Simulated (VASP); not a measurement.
```
Ge
1.0
    0.00000     2.83195     2.83195
    2.83195     0.00000     2.83195
    2.83195     2.83195     0.00000
Ge
2
Direct
  0.00000   0.00000   0.00000
  0.25000   0.25000   0.25000
```

All values below come from PBEsol GGA with spin-orbit coupling, VASP's PBE PAW potentials (set 64) (plane waves; VASP). Run with 400 eV cut-off, 10×10×10 Γ-centred mesh, Gaussian smearing of 0.050 eV, potentials Ge_d.

### Question
Give the energies of bands 23 to 35 at the high-symmetry points, in eV from the Fermi level.

### Answer

```tsv
band	Γ	X	U	L	W
23	-0.29	-8.98	-8.39	-7.71	-8.88
24	-0.29	-8.98	-8.39	-7.71	-8.88
25	-0.13	-3.17	-4.45	-1.59	-4.06
26	-0.13	-3.17	-4.45	-1.59	-4.06
27	0.00	-3.17	-2.73	-1.41	-3.98
28	0.00	-3.17	-2.73	-1.41	-3.98
29	0.00	0.57	0.99	0.02	4.11
30	0.00	0.57	0.99	0.02	4.11
31	2.29	0.57	3.92	3.57	4.24
32	2.29	0.57	3.92	3.57	4.24
33	2.50	9.36	7.04	3.66	4.54
34	2.50	9.36	7.04	3.66	4.54
35	2.50	9.36	7.26	6.87	4.55
```

It has no gap at this level: it comes out as a metal or semimetal.

Measured: gap 0.79 eV (computed value off by -0.79 eV), as given by Anna Miglio et al., npj Computational Materials (2020), arXiv:2011.12765 [measured zero-point renormalisation of 52 meV added back].

The compound is Ge in the diamond structure. It was relaxed first.
